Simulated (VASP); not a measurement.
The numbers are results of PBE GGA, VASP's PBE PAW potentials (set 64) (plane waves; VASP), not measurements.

A VASP calculation is set up with these files.

**POSCAR**
```
CoGa
1.0
  2.8823180857   0.0000000000   0.0000000000
  0.0000000000   2.8823180857   0.0000000000
  0.0000000000   0.0000000000   2.8823180857
Ga Co
1 1
Direct
  0.5000000000   0.5000000000   0.5000000000
  0.0000000000   0.0000000000   0.0000000000
```

File KPOINTS:
```
kpoints
0
G
  13 13 13
0 0 0
```

### INCAR
```
SYSTEM = CoGa
PREC = Accurate
ENCUT = 500
EDIFF = 1E-6
NELM = 100
ALGO = Normal
LREAL = .FALSE.
LASPH = .TRUE.
ISMEAR = 1
SIGMA = 0.1
GGA = PE
LMAXMIX = 4
LWAVE = .FALSE.
LCHARG = .FALSE.
IBRION = 2
ISIF = 3
NSW = 40
EDIFFG = -0.02
PSTRESS = 50
```

POTCAR, in this order: Ga_d Co (PBE.64 set). Program: vasp_std.

**Question.** What will the output report for the number of irreducible k-points (NKPTS), largest plane-wave count, number of space-group operations, FFT grid (NGX, NGY, NGZ)?

**Answer.** 
* **number of irreducible k-points (NKPTS)**: 84
* **largest plane-wave count**: 624
* **number of space-group operations**: 48
* **FFT grid (NGX, NGY, NGZ)**: 24 × 24 × 24

The compound is CoGa in the CsCl type structure. This run relaxes it under an external pressure of 5 GPa. Symmetry was kept, so distortions that lower it aren't found. The run is not spin-polarised, so no magnetic state was tried.
